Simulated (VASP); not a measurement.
```
GeS
1.0
    3.64000     0.00000     0.00000
    0.00000     4.30000     0.00000
    0.00000     0.00000    16.67823
Ge S
2 2
Direct
  0.75000   0.87230   0.58029
  0.25000   0.37230   0.41971
  0.25000   0.50230   0.56246
  0.75000   0.00230   0.43754
```

Calculation: PBE GGA, VASP's PBE PAW potentials (set 64) (plane waves; VASP). Settings: 300 eV cut-off, 5×4×1 Γ-centred mesh, Fermi-Dirac smearing of 0.10 eV, potentials Ge_d S.

The cell holds a wide vacuum, so values per volume refer to the whole cell.

Q: Predict the energy per atom (σ→0), band gap (on the k-mesh) with the smallest direct gap where there is one.

A: 
| Item | Value |
|---|---|
| band gap (on the k-mesh) | 1.45 eV |
| smallest direct gap (on the k-mesh) | 1.45 eV |
| energy per atom (σ→0) | -4539 meV/atom |

The cell is a sheet with vacuum, built from a generated structure.
